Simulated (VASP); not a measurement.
These are PBEsol GGA, VASP's PBE PAW potentials (set 64) (plane waves; VASP) values and carry that method's errors.

A VASP calculation is set up with these files.

POSCAR:
```
Cu
1.0
  0.0000000000   1.7530799005   1.7530799005
  1.7530799005   0.0000000000   1.7530799005
  1.7530799005   1.7530799005   0.0000000000
Cu
1
Direct
  0.0000000000   0.0000000000   0.0000000000
```

### KPOINTS
```
Automatic mesh
0
Gamma
16 16 16
0 0 0
```

### INCAR
```
! general
SYSTEM  = Cu
PREC    = Accurate
ENCUT   = 480   ! plane-wave cut-off (eV)
LREAL   = .FALSE.   ! projection in real space or not
LASPH   = .TRUE.

! electronic loop
EDIFF   = 1E-7
NELM    = 100   ! most electronic steps
ALGO    = Normal   ! blocked Davidson
LMAXMIX = 4   ! l cut-off of mixed one-centre charges

! smearing
ISMEAR  = 1
SIGMA   = 0.1

! functional
GGA     = PS   ! PBEsol

! ions
IBRION  = 2
NSW     = 40   ! most ionic steps
ISIF    = 3
EDIFFG  = -0.01
PSTRESS = 100   ! kbar

! output
LWAVE   = .FALSE.
LCHARG  = .FALSE.
```

POTCAR, in this order: Cu (PBE.64 set). Program: vasp_std.

**Question.** What will the output report for the number of irreducible k-points (NKPTS), number of bands (NBANDS), largest plane-wave count, number of space-group operations, FFT grid (NGX, NGY, NGZ)?

**Answer.** 
```yaml
number of irreducible k-points (NKPTS): 145
number of bands (NBANDS): 9
largest_plane_wave_count: 273
number_of_space_group_operations: 48
FFT grid (NGX, NGY, NGZ): 18 × 18 × 18
```

The compound is Cu in the fcc structure. This run relaxes it under an external pressure of 10 GPa. Symmetry was kept, so distortions that lower it aren't found.
